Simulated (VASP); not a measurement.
All values below come from PBEsol GGA, VASP's PBE PAW potentials (set 64) (plane waves; VASP).

VASP ran on this input.

### INCAR
```
ALGO=Normal
EDIFF=1E-6
EDIFFG=-0.01
ENCUT=400
GGA=PS
IBRION=2
ISIF=3
ISMEAR=1
LASPH=.TRUE.
LCHARG=.FALSE.
LMAXMIX=6
LREAL=.FALSE.
LWAVE=.FALSE.
NELM=100
NSW=60
PREC=Accurate
SIGMA=0.1
SYSTEM=AuZn
```

POSCAR:
```
AuZn
1
    3.1500000000     0.0000000000     0.0000000000
    0.0000000000     3.1500000000     0.0000000000
    0.0000000000     0.0000000000     3.1500000000
Zn Au
1 1
Direct
  0.5000000000   0.5000000000   0.5000000000
  0.0000000000   0.0000000000   0.0000000000
```

File KPOINTS:
```
Automatic mesh
0
Gamma
10 10 10
0 0 0
```

POTCAR, in this order: Zn Au (PBE.64 set). Program: vasp_std.

Energy and stress use the plane-wave basis of the starting cell. Unless said otherwise, spin-orbit coupling is left out, though it shifts the bands of the heavy elements here.

### Question
Predict the energy per atom (σ→0), volume per atom, band gap (on the k-mesh).

### Answer

```yaml
energy per atom (σ→0): -287.3 kJ/mol-atom
band gap (on the k-mesh): none (metal, semimetal or under 0.01 eV)
volume_per_atom: 15.29 Å³/atom
```

**OSZICAR**
```
...
DAV:   2    -0.596693002602E+01    0.13557E+00   -0.43389E-01  1946   0.146E+01    0.951E-01
DAV:   3    -0.595805899359E+01    0.88710E-02   -0.17867E-02  1743   0.143E+00    0.618E-01
DAV:   4    -0.595536334415E+01    0.26956E-02   -0.18203E-03  2485   0.122E+00    0.171E-01
DAV:   5    -0.595501758319E+01    0.34576E-03   -0.47718E-04  1847   0.262E-01    0.187E-02
DAV:   6    -0.595501961405E+01   -0.20309E-05   -0.29012E-05  1779   0.674E-02    0.975E-03
DAV:   7    -0.595502079931E+01   -0.11853E-05   -0.21631E-06  1233   0.769E-02    0.247E-03
DAV:   8    -0.595502082882E+01   -0.29517E-07   -0.14096E-06   920   0.223E-02
   3 F= -.59550208E+01 E0= -.59549226E+01  d E =-.669738E-02
```

The compound is AuZn in the CsCl type structure. This run relaxes it. Symmetry was kept, so distortions that lower it aren't found. The electron count is odd and the run is not spin-polarised, which forces a metal.
